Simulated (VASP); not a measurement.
Re:

```
CELL_PARAMETERS angstrom
0.00000 1.97500 1.97500
1.97500 0.00000 1.97500
1.97500 1.97500 0.00000
ATOMIC_POSITIONS crystal
Re 0.00000 0.00000 0.00000
```

This isn't the form of Re at room conditions, which is hcp.

The cell isn't the ideal one: cell and atoms relaxed by PAW.

```yaml
Program: VASP 6.6.1
Task: relaxation of cell and atoms
Functional: LDA
Potentials_or_basis: VASP PAW LDA potentials, release 64 (Re)
Cutoff: 600 eV
k_mesh: 18 × 18 × 18
Occupations: fermi-dirac, width 0.08 eV
Spin: no spin polarisation
```

At the start: pressure -22.9 GPa; volume 15.41 Å³/atom.

Where does the relaxation end?

Over 5 steps the energy falls by 72.8 meV/atom and the volume is 14.45 Å³/atom (-6.2 %); space group Fm-3m (No. 225, to 0.05 Å).

Step by step:
```csv
step,energy change (eV),largest force (eV/Å),pressure (GPa),volume (Å³)
1,0.0000,0.0000,-22.86,15.41
2,1.6184,0.0000,200.14,11.01
3,-0.0716,0.0000,-3.30,14.56
4,-0.0727,0.0000,-1.00,14.48
5,-0.0728,0.0000,0.01,14.45
```

Final structure:
```yaml
crystal:
  lattice:
    - [0.00000, 1.93301, 1.93301]
    - [1.93301, 0.00000, 1.93301]
    - [1.93301, 1.93301, 0.00000]
  atoms:
    - { symbol: Re, position: [0.00000, 0.00000, 0.00000] }
```
